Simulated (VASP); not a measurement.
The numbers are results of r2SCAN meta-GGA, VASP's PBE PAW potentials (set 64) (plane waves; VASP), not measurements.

The input files of a VASP run:

INCAR:
```
METAGGA = R2SCAN
ENCUT = 400   # plane-wave cut-off (eV)
LWAVE = .False.
LMIXTAU = .True.
ISIF = 3
NELM = 100   # most electronic steps
LASPH = .True.   # aspherical one-centre terms
IBRION = 2   # conjugate gradients
PREC = Accurate
NSW = 60
ISMEAR = 0
LCHARG = .False.
LREAL = .False.
SIGMA = 0.05
SYSTEM = ZrS2
EDIFF = 1E-6   # SCF stop (eV)
LMAXMIX = 4   # l cut-off of mixed one-centre charges
EDIFFG = -0.02   # ionic stop
ALGO = Normal
```

**POSCAR**
```
ZrS2
1
    6.3358176753     0.0000000000     0.0000000000
   -0.0000000000     6.3358176753     0.0000000000
   -0.0000000000     0.0000000000     6.3358176753
Zr S
4 8
Direct
  1.0000000000   0.0000000000   0.0000000000
  0.5000000000   0.5000000000   0.0000000000
  1.0000000000   0.5000000000   0.5000000000
  0.5000000000   0.0000000000   0.5000000000
  0.3473591215   0.3473591215   0.3473591215
  0.8473591215   0.1526408785   0.6526408785
  0.6526408785   0.8473591215   0.1526408785
  0.1526408785   0.6526408785   0.8473591215
  0.6526408785   0.6526408785   0.6526408785
  0.1526408785   0.8473591215   0.3473591215
  0.3473591215   0.1526408785   0.8473591215
  0.8473591215   0.3473591215   0.1526408785
```

File KPOINTS:
```
Automatic mesh
0
Gamma
3 3 3
0 0 0
```

POTCAR, in this order: Zr_sv S (PBE.64 set). Program: vasp_std.

Problem. Predict the energy per atom (σ→0).

Solution. 
| Property | Result |
|---|---|
| energy per atom (σ→0) | -14.455 eV/atom |

**OSZICAR**
```
...
DAV:  14    -0.173462364952E+03   -0.20472E-02   -0.20488E-03   552   0.215E-01    0.560E-02
DAV:  15    -0.173462324190E+03    0.40762E-04   -0.16405E-03   558   0.169E-01    0.320E-02
DAV:  16    -0.173462552725E+03   -0.22853E-03   -0.14445E-04   528   0.666E-02    0.242E-02
DAV:  17    -0.173462645776E+03   -0.93051E-04   -0.12342E-04   568   0.418E-02    0.912E-03
DAV:  18    -0.173462640404E+03    0.53718E-05   -0.87913E-06   520   0.158E-02    0.655E-03
DAV:  19    -0.173462651822E+03   -0.11418E-04   -0.76855E-06   454   0.149E-02    0.434E-03
DAV:  20    -0.173462651254E+03    0.56774E-06   -0.45610E-07   261   0.406E-03
   1 F= -.17346265E+03 E0= -.17346265E+03  d E =-.173463E+03
```

The structure was generated: ZrS2 was put into the pyrite type (Pa-3), which need not be its known phase. It was relaxed first, which changed the volume by +8 %. The start is the result of an earlier pass.
